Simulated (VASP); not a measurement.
OSZICAR of a VASP run on NaI (rock salt):

File OSZICAR:
```
       N       E                     dE             d eps       ncg     rms          rms(c)
DAV:   1     0.805718802922E+02    0.80572E+02   -0.67172E+03   440   0.112E+03
DAV:   2     0.140679597672E+01   -0.79165E+02   -0.75702E+02   470   0.238E+02
DAV:   3    -0.525786479617E+01   -0.66647E+01   -0.66269E+01   539   0.710E+01
DAV:   4    -0.544787981256E+01   -0.19002E+00   -0.18992E+00   537   0.126E+01
DAV:   5    -0.545226236829E+01   -0.43826E-02   -0.43825E-02   541   0.186E+00    0.163E+00
DAV:   6    -0.539143977406E+01    0.60823E-01   -0.86356E-02   497   0.198E+00    0.112E+00
DAV:   7    -0.538274608703E+01    0.86937E-02   -0.72712E-02   503   0.167E+00    0.590E-01
DAV:   8    -0.538482377752E+01   -0.20777E-02   -0.51196E-03   461   0.700E-01    0.149E-01
DAV:   9    -0.538479216771E+01    0.31610E-04   -0.13661E-04   497   0.130E-01    0.410E-02
DAV:  10    -0.538480732143E+01   -0.15154E-04   -0.38967E-05   506   0.778E-02    0.623E-03
DAV:  11    -0.538480771693E+01   -0.39550E-06   -0.39980E-06   479   0.233E-02
   1 F= -.58908671E+01 E0= -.58908671E+01  d E =-.589087E+01
       N       E                     dE             d eps       ncg     rms          rms(c)
DAV:   1    -0.542697706410E+01   -0.42170E-01   -0.11271E+00   497   0.157E+01    0.136E+00
DAV:   2    -0.538872698376E+01    0.38250E-01   -0.49181E-02   494   0.279E+00    0.650E-01
DAV:   3    -0.537791657545E+01    0.10810E-01   -0.27435E-02   494   0.178E+00    0.297E-01
DAV:   4    -0.537782758481E+01    0.88991E-04   -0.38580E-04   490   0.209E-01    0.305E-01
DAV:   5    -0.537766538883E+01    0.16220E-03   -0.47397E-05   503   0.880E-02    0.821E-02
DAV:   6    -0.537741173368E+01    0.25366E-03   -0.32069E-04   497   0.253E-01    0.223E-01
DAV:   7    -0.537741311160E+01   -0.13779E-05   -0.53784E-06   467   0.188E-02    0.273E-01
DAV:   8    -0.537741048278E+01    0.26288E-05   -0.14706E-06   458   0.100E-02    0.183E-01
DAV:   9    -0.537741106773E+01   -0.58495E-06   -0.14454E-06   430   0.928E-03
   2 F= -.58979391E+01 E0= -.58979391E+01  d E =-.707209E-02
       N       E                     dE             d eps       ncg     rms          rms(c)
DAV:   1    -0.538937787051E+01   -0.11967E-01   -0.43738E-01   497   0.992E+00    0.855E-01
DAV:   2    -0.537464610667E+01    0.14732E-01   -0.18797E-02   494   0.174E+00    0.410E-01
DAV:   3    -0.537044457261E+01    0.42015E-02   -0.10617E-02   494   0.112E+00    0.179E-01
DAV:   4    -0.537040771412E+01    0.36858E-04   -0.15045E-04   481   0.132E-01    0.183E-01
DAV:   5    -0.537031922647E+01    0.88488E-04   -0.12570E-05   497   0.429E-02    0.472E-02
DAV:   6    -0.537025178006E+01    0.67446E-04   -0.92582E-05   494   0.136E-01    0.112E-01
DAV:   7    -0.537025144276E+01    0.33730E-06   -0.18342E-06   458   0.108E-02
   3 F= -.58999526E+01 E0= -.58999526E+01  d E =-.908550E-02
       N       E                     dE             d eps       ncg     rms          rms(c)
DAV:   1    -0.536979219908E+01    0.45958E-03   -0.65393E-02   497   0.387E+00    0.357E-01
DAV:   2    -0.536760012653E+01    0.21921E-02   -0.27648E-03   491   0.672E-01    0.173E-01
DAV:   3    -0.536696977907E+01    0.63035E-03   -0.15929E-03   494   0.436E-01    0.610E-02
DAV:   4    -0.536696134888E+01    0.84302E-05   -0.24591E-05   481   0.569E-02    0.586E-02
DAV:   5    -0.536694400190E+01    0.17347E-04   -0.34224E-06   470   0.238E-02    0.779E-03
DAV:   6    -0.536694282399E+01    0.11779E-05   -0.31167E-06   440   0.238E-02    0.149E-02
DAV:   7    -0.536694471528E+01   -0.18913E-05   -0.22749E-07   223   0.529E-03    0.229E-02
DAV:   8    -0.536694425120E+01    0.46408E-06   -0.78590E-08   220   0.226E-03
   4 F= -.59002214E+01 E0= -.59002214E+01  d E =-.935436E-02
```

**Question.** Which electronic solver shows in the log?

**Answer.** It is blocked Davidson (ALGO = Normal, or the opening steps of other solvers). The INCAR had ALGO = Normal.

**Question.** Can the final energy be trusted as converged?

**Answer.** The calculation finished and met its thresholds. It stopped with EDIFF = 1E-6, NELM = 100, NSW = 60 and EDIFFG = -0.01 after 4 ionic steps (PBE GGA with D3 dispersion (Becke-Johnson damping), plane waves, VASP's PBE PAW potentials (set 64)). Energy and stress use the plane-wave basis of the starting cell.

The compound is NaI in the rock salt structure. This run relaxes it. Symmetry was kept, so distortions that lower it aren't found.
